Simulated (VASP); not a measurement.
Given:

```
Au
1.0
    0.00000     2.03729     2.03729
    2.03729     0.00000     2.03729
    2.03729     2.03729     0.00000
Au
1
Direct
  0.00000   0.00000   0.00000
```

Method: optB88-vdW, VASP's PBE PAW potentials (set 64) (plane waves; VASP 6.6.1). Settings: 520 eV cut-off, 15×15×15 Γ-centred mesh, first-order Methfessel-Paxton smearing of 0.10 eV, potentials Au.

### Question
Give the stress tensor in GPa (positive for a compressed cell).

### Answer

```
10.57   0.00   0.00
 0.00  10.57   0.00
 0.00   0.00  10.57
```
The pressure is its mean diagonal, 10.57 GPa.

The compound is Au in the fcc structure. This cell is one point of a volume scan, at 0.94 of the reference volume.
